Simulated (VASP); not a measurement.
Here is the system:

```
Li2S
1.0
    0.00000     2.84192     2.84192
    2.84192     0.00000     2.84192
    2.84192     2.84192     0.00000
Li S
2 1
Direct
  0.25000   0.25000   0.25000
  0.75000   0.75000   0.75000
  0.00000   0.00000   0.00000
```

Level of theory: optB88-vdW, VASP's PBE PAW potentials (set 64) (plane waves; VASP). Settings: 520 eV cut-off, 8×8×8 Γ-centred mesh, tetrahedra with Blöchl corrections, potentials Li_sv S.

### Question
Predict the energy per atom (σ→0), band gap (on the k-mesh) with the smallest direct gap where there is one.

### Answer

The band gap (on the k-mesh) is 3.45 eV and the smallest direct gap (on the k-mesh) comes out as 4.39 eV. The energy per atom (σ→0) comes out as -2978 meV/atom.

Only differences to runs with the same potentials and settings are physical.

The compound is Li2S in the antifluorite structure. It was relaxed first.
